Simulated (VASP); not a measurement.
Input:

```
CELL_PARAMETERS angstrom
      0.00000     2.99697     2.99697
      2.99697     0.00000     2.99697
      2.99697     2.99697     0.00000
ATOMIC_POSITIONS crystal
  Al 0.25000 0.25000 0.25000
  Al 0.75000 0.75000 0.75000
  Au 0.00000 0.00000 0.00000
```

All values below come from PBEsol GGA, VASP's PBE PAW potentials (set 64) (plane waves; VASP 6.6.1). Settings: 480 eV cut-off, 8×8×8 Γ-centred mesh, first-order Methfessel-Paxton smearing of 0.10 eV, potentials Al Au.

Task: The ions, cell shape and volume at an external pressure of 2.0 GPa are relaxed. What does this cell relax into?

Result: 
```
CELL_PARAMETERS angstrom
      0.00000     2.98149     2.98149
      2.98149     0.00000     2.98149
      2.98149     2.98149     0.00000
ATOMIC_POSITIONS crystal
  Al 0.25000 0.25000 0.25000
  Al 0.75000 0.75000 0.75000
  Au 0.00000 0.00000 0.00000
```
Space group Fm-3m (225), at a tolerance of 0.03 Å.

Task: How do energy and volume change from the first to the last step?

Result: The energy (σ→0) changes by +1.8 meV/atom and the volume by -1.5 %, in 3 ionic steps.

The compound is AuAl2 in the fluorite structure. This run relaxes it under an external pressure of 2 GPa. Symmetry was kept, so distortions that lower it aren't found. The electron count is odd and the run is not spin-polarised, which forces a metal.
